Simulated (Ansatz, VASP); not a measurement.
## Mo2NO2: VASP beside Ansatz

Wanted: the spread between two codes on one cell, functional and k mesh. Of the first pair: The structure shown is the start of the Ansatz relaxation below; VASP solves that cell, so the two are compared at the walk's first step.

Main program and level: Ansatz 0.2.0; plane waves, with VASP 6.6.1 beside it; single point at PBEsol.

### Step 1. The structure

The cell holds 10 atoms: 2 N, 4 Mo and 4 O. Cell: a = 3.128 Å, b = 5.417 Å, c = 32.600 Å, α = 90.0°, β = 90.0°, γ = 90.0°. It derives from Mo2NO2. Vacuum lies along c.

### Step 2. Ansatz: relaxation, PBEsol

Ansatz runs on its default PAW (the set named soft_2) files.

The two programs are compared at the cell with which this relaxation starts, whose forces are those of its first step.

Contents of input.yaml:

```yaml
crystal:
  lattice:
    - [3.1277744238, 0.0, 0.0]
    - [-1.0e-10, 5.4174642167, 0.0]
    - [0.0, 0.0, 32.6]
  atoms:
    - { symbol: "N", position: [1.0, 0.0055265023, 0.3109435943] }
    - { symbol: "N", position: [0.5, 0.4944734977, 0.3025533382] }
    - { symbol: Mo, position: [0.0, 0.3466800555, 0.3383811111] }
    - { symbol: Mo, position: [0.5, 0.8199866112, 0.338656753] }
    - { symbol: Mo, position: [0.5, 0.1533199445, 0.2751158214] }
    - { symbol: Mo, position: [1.0, 0.6800133888, 0.2748401795] }
    - { symbol: O, position: [0.5, 0.1692508549, 0.3679124384] }
    - { symbol: O, position: [1.0, 0.6640824784, 0.3721037083] }
    - { symbol: O, position: [0.0, 0.3307491451, 0.2455844941] }
    - { symbol: O, position: [0.5, 0.8359175216, 0.2413932242] }
  periodic: [true, true, false]
kpoints:
  mp_grid: { grid: [12, 8, 1] }
hamiltonian:
  xc: pbesol
scf:
  occupations: { method: methfessel_paxton, width: 0.15 }
output:
  forces: true
  stress: true
  eigenvalues: true
  write_density: true
  write_potential: true
  elf: true
  volumetric_format: npy
relax:
  adjacent_minimum: "off"
  f_tol: 0.002
  max_steps: 120
  cell: { stress_2d_tol: 0.005 }
```

Command:

```bash
ansatz run input.yaml --threads 8 --pin off --max-ram 14336MiB --backend cpu --events-out ev --progress --plain --runs-dir out
```

Numbers of over 12 decimals in the logs are rounded to 6 here.

What it wrote:

```text
Engine: ansatz 0.2.0, aarch64-unknown-linux-gnu
Pseudopotentials: kind: paw
Pseudopotential: N, paw, valence charge 5, recommended cutoff 420 eV (normal), N.paw.azcp
Pseudopotential: Mo, paw, valence charge 14, recommended cutoff 420 eV (normal), Mo.paw.azcp
Pseudopotential: O, paw, valence charge 6, recommended cutoff 420 eV (normal), O.paw.azcp
Functional definition: PBEsol
  exchange = pbesol_x
  correlation = pbesol_c
Crystal: 10 atoms, lattice volume = 552.394 Å³
Basis set: ecut = 420 eV, 10793 PW (Γ), exchange–correlation on 48×80×450 points (8 copies of the dense FFT grid, shifted against one another)
Bands: 55, of which v1, the nominal top of the filled ones, is band 45 counted from 1 (44 counted from 0)
Symmetry: 4 space group operations
Space group: P21/m (ITA 11), of the structure as read, at distance tolerance 8.2e-5 Å
k-points: 35 of 96
Non-local potential: N, projectors of the file, l = 0: 2, l = 1: 2, l = 2: 1
Non-local potential: Mo, projectors of the file, l = 0: 3, l = 1: 2, l = 2: 2, l = 3: 1
Non-local potential: O, projectors of the file, l = 0: 2, l = 1: 2, l = 2: 1
PAW form: soft (Blöchl's): semilocal exchange-correlation on the pseudo side does not see the compensation charge
PAW frozen core: N, regenerated for the run's functional, and the local potential with it (the file was generated under x = pbe(κ = 0.804, μ = 0.219515), c = pbe(β = 0.066725))
PAW frozen core: Mo, regenerated for the run's functional, and the local potential with it (the file was generated under x = pbe(κ = 0.804, μ = 0.219515), c = pbe(β = 0.066725))
PAW frozen core: O, regenerated for the run's functional, and the local potential with it (the file was generated under x = pbe(κ = 0.804, μ = 0.219515), c = pbe(β = 0.066725))
PAW one-centre angular grid: N, 110 points (default); XC on 64 Gauss nodes
PAW one-centre angular grid: Mo, 590 points (default); XC on 64 Gauss nodes
PAW one-centre angular grid: O, 110 points (default); XC on 64 Gauss nodes
Initial density: superposition of atomic densities (neutral atoms: chi_scale 0, normalization atom), corrected by the library's trained network
Initial wavefunctions: pseudopotential atomic-orbital guess
Functional: x = pbesol(κ = 0.804, μ = 0.123457), c = pbesol(β = 0.046)
SCF iter   1: F=—  HF=-22591.607696 eV  |F-HF|=—  |Δ(HF+E_count)|=         —  Δρ=6.64e-3  dr2=1.83e-1  ethr=1.77e-3  ⟨swp⟩=11.9  Hψ=13301  notcnv=0
preconditioner: auto → LDOS  [metal: Δε(μ)=0.016 eV  Ē_g=9.222 eV  σ=0.150 eV  W_gap=0.09  n_scr=56 (ndim 8)  ℏωp=12.0 eV  f_vac=0.789  D(μ)=6.72/eV (n_scr^D=32)  β→1.0]
SCF iter   2: F=—  HF=-22591.594715 eV  |F-HF|=—  |Δ(HF+E_count)|=   1.30e-2  S|Δr|=    0.00e0  Δρ=4.02e-3  dr2=7.30e-2  ethr=2.03e-4  ⟨swp⟩=3.0  Hψ=5058  notcnv=0  defer=81
SCF iter   3: F=—  HF=-22591.574902 eV  |F-HF|=—  |Δ(HF+E_count)|=   1.98e-2  S|Δr|=    0.00e0  Δρ=7.31e-4  dr2=3.93e-3  ethr=8.11e-5  ⟨swp⟩=3.4  Hψ=4578  notcnv=0  defer=81
SCF iter   4: F=—  HF=-22591.574898 eV  |F-HF|=—  |Δ(HF+E_count)|=   4.41e-6  S|Δr|=    0.00e0  Δρ=3.32e-4  dr2=7.73e-4  ethr=4.36e-6  ⟨swp⟩=3.4  Hψ=3924  notcnv=0  defer=81
SCF iter   5: F=—  HF=-22591.574895 eV  |F-HF|=—  |Δ(HF+E_count)|=   2.99e-6  S|Δr|=    0.00e0  Δρ=1.16e-4  dr2=1.14e-4  ethr=8.59e-7  ⟨swp⟩=3.1  Hψ=3730  notcnv=0  defer=81
SCF iter   6: F=—  HF=-22591.574927 eV  |F-HF|=—  |Δ(HF+E_count)|=   3.26e-5  S|Δr|=    0.00e0  Δρ=4.36e-5  dr2=1.16e-5  ethr=1.27e-7  ⟨swp⟩=3.8  Hψ=4420  notcnv=0  defer=81
SCF iter   7: F=—  HF=-22591.574799 eV  |F-HF|=—  |Δ(HF+E_count)|=   1.28e-4  S|Δr|=    0.00e0  Δρ=8.33e-6  dr2=4.30e-7  ethr=1.29e-8  ⟨swp⟩=3.9  Hψ=4769  notcnv=0  defer=46
iter 8 did not close the SCF: its close was put off until two iterations running show no level that it waits for move by more than its bar (scf_convergence_deferred on its scf_iter line)
SCF iter   8: F=-22591.574801 eV  HF=-22591.574800 eV  |F-HF|=5.70e-7  |Δ(HF+E_count)|=   1.03e-6  S|Δr|=    0.00e0  Δρ=2.77e-6  dr2=2.76e-8  ethr=1.11e-10  ⟨swp⟩=30.0  Hψ=26565  notcnv=0
iter 9 did not close the SCF: its close was put off until two iterations running show no level that it waits for move by more than its bar (scf_convergence_deferred on its scf_iter line)
SCF iter   9: F=-22591.574801 eV  HF=-22591.574801 eV  |F-HF|=1.06e-7  |Δ(HF+E_count)|=   4.78e-7  S|Δr|=    0.00e0  Δρ=7.65e-7  dr2=2.72e-9  ethr=3.07e-11  ⟨swp⟩=13.4  Hψ=19659  notcnv=0
SCF iter  10: F=-22591.574801 eV  HF=-22591.574801 eV  |F-HF|=1.14e-8  |Δ(HF+E_count)|=   9.52e-8  S|Δr|=    0.00e0  Δρ=2.75e-7  dr2=5.43e-10  ethr=3.03e-12  ⟨swp⟩=12.8  Hψ=19012  notcnv=0
SCF 1 converged in 10 iterations: F = -22591.574801 eV  dr2 = 5.43e-10
  greatest PAW one-centre occupation: 0.999 electrons in one spin orbital (limit 2), on the Mo atom at site 4 (counted from 0), in its partial waves of l = 0
[...]
SCF 24 converged in 9 iterations: F = -22592.035879 eV  dr2 = 6.85e-14
relax step  24: F+E_penalty+E_count = -22592.03587888 eV  Δ(F+E_penalty+E_count) = +1.704e-5 eV  max|allowed force component| = 2.648e-4 eV/Å  Δτ_max = 0.0000 Å  P = +0.001 N/m  Ω = 534.139 Å³  fix = [c, alpha, beta]  reactions: c +0.000 N/m; alpha +0.000 N/m/rad  stress off target by 9.34e-4 N/m on what of the cell is left free  SCF on the basis re-selected at this cell (its energy is not comparable with the rows above)  (9 SCF iters)
basis re-selected at this cell: Δ(F+E_penalty+E_count) = +1.704e-5 eV, ΔP = -0.000 N/m vs the last step (what re-selecting the basis moved, of the pressure what is left beyond the Pulay correction that the steps carried, after the strain that the cell walked since its last selection, with what the two solves' SCF thresholds leave and, on support functions, any second-order correction that the steps lacked; it is no m [...]
WARN: The output density's exchange-correlation potential varies sharply where the density is thin. Do not read a vacuum level from v_tot or v_xc, or from such a field of the output density. On a cell that repeats whose density bears no net charge and no dipole along the vacuum's axis use v_es (v_loc + v_h of the components); under efield.dipole_correction with no amplitude use v_es + v_field, which holds any externa [...]
SCF converged after 9 iterations
Stability not checked: this state was not tested for a lower state beside it, because cold or Methfessel-Paxton smearing, or corrected tetrahedra, fill the levels in a way that the test cannot read (fill_not_monotonic; see scf.lower_state_search)
Free energy (F): -22592.035879 eV
Harris-Foulkes:  -22592.035879 eV  (|F-HF|=1.75e-10)
Internal energy: -22592.036254 eV  (E = F + TS)
E sigma→0 (E₀):  -22592.035973 eV
Entropy (-TS):   0.000375 eV (0.038 meV/atom)
Fermi energy:    -6.307168 eV
Step filling:    the computed levels leave a gap of 0.0023 eV = 0.0 smearing widths at the electron count; against every level under it full and every level over it empty, smearing changes F+E_penalty+E_count by -3.030 meV and its σ→0 estimate by -3.124 meV
--- Per-component energies (eV) ---
  E_band       = -2350.256618
  E_kinetic    = 2731.072653
  E_local      = -293653.580811  (includes V_loc(G=0)·N_el)
  E_nonlocal   = 859.789399
  E_hartree    = 144955.762330
  E_xc         = -1141.025986
  E_vxc        = -1441.179026  (∫ρ·V_xc dr)
  E_paw        = -13426.915210  (= ΣΔE_a)
  E_vpaw       = -757.893576  (= ΣTr[D̂ρ^β])
  E_aug_tail   = 0.010127  (compensation charges beyond the density's cutoff)
  E_ewald      = 137081.816697
  E_core_change = 1.034547  (= ΣΔE_core)
  E_smearing   = 0.000375  (= −TS)
  E_closure    = -0.000000  (closes the sum)
  Σ components = -22592.035879   (vs F -22592.035879, Δ=0.00e0)
--- Forces (eV/Å), atoms counted from 1 ---
  atom   1  N     -0.00000000     0.00009911    -0.00003654
  atom   2  N      0.00000000    -0.00009911     0.00003654
  atom   3  Mo    -0.00000000     0.00018355     0.00026479
  atom   4  Mo     0.00000000    -0.00016959     0.00008026
  atom   5  Mo     0.00000000    -0.00018355    -0.00026479
  atom   6  Mo    -0.00000000     0.00016959    -0.00008026
  atom   7  O      0.00000000    -0.00011570     0.00014103
  atom   8  O      0.00000000    -0.00006722     0.00005243
  atom   9  O     -0.00000000     0.00011570    -0.00014103
  atom  10  O     -0.00000000     0.00006722    -0.00005243
  max |Σ_I F_I| component: 2.71e-20 eV/Å
--- 2D stress c σ (N/m, compression-positive) ---
        0.000934       0.000000       0.000000
        0.000000       0.000498      -0.000000
        0.000000      -0.000000       0.000000
  P = ½ c Tr σ = 0.0007 N/m
--- Band table (eV; the first three rows and the last of 35) ---
  k-point 0: bands = [... 41 lower, -8.1303, -7.7301, -6.6482, -6.5384, -5.9726, -5.8127, -5.3672, -4.4057, ... 6 higher]
  k-point 1: bands = [... 41 lower, -8.2390, -7.7065, -6.6608, -6.5998, -6.2445, -5.5346, -5.4646, -4.4396, ... 6 higher]
  k-point 2: bands = [... 41 lower, -8.0063, -7.7127, -6.8226, -6.8186, -6.2913, -5.5508, -5.3094, -4.4495, ... 6 higher]
  k-point 34: bands = [... 41 lower, -8.0746, -7.0135, -7.0135, -5.7948, -5.7948, -5.2806, -5.2806, -4.5786, ... 6 higher]
--- Relaxed structure (21 steps of the walk, 19 accepted, 3 SCFs on fresh bases) ---
  F+E_penalty+E_count = -22592.03587888 eV   max|allowed force component| = 2.648e-4 eV/Å   (the final SCF, on the basis selected at the relaxed cell)
  cell:  # Å, volume = 534.1392 Å³
    - [3.247458, 2.9972120780713616e-11, 0]
    - [-4.656582204821816e-11, 5.045373, 0]
    - [0, 0, 32.6]
  atoms:
    - { symbol: N, position: [1.000000, 0.010921, 0.310915] }
    - { symbol: N, position: [0.500000, 0.489079, 0.302582] }
    - { symbol: Mo, position: [0, 0.385830, 0.339506] }
    - { symbol: Mo, position: [0.5, 0.832139, 0.340949] }
    - { symbol: Mo, position: [0.500000, 0.114170, 0.273990] }
    - { symbol: Mo, position: [1.000000, 0.667861, 0.272548] }
    - { symbol: O, position: [0.500000, 0.197432, 0.368326] }
    - { symbol: O, position: [1.000000, 0.705873, 0.375924] }
    - { symbol: O, position: [0, 0.302568, 0.245171] }
    - { symbol: O, position: [0.500000, 0.794127, 0.237573] }
```

In the SCF lines HF is the Harris–Foulkes energy and dr2 the Hartree energy of the density residual, in eV; the loop may stop once dr2 is under the threshold and the program's other checks hold. Hψ counts applications of the Hamiltonian.

(Part 1 of 2 ends here.)

[Lines on the potential files, build, host, timing and source positions are cut from VASP's logs without a mark.]

[Logs are printed without paths, hosts, clocks, repeated set-up lines and the standing remarks that a program may print on its own settings, such as how far it seeks lower states.]

[Hosts, paths, dates, database ids (printed as entryN), source tags and the programs' standing remarks are cut or masked in the printed files.]
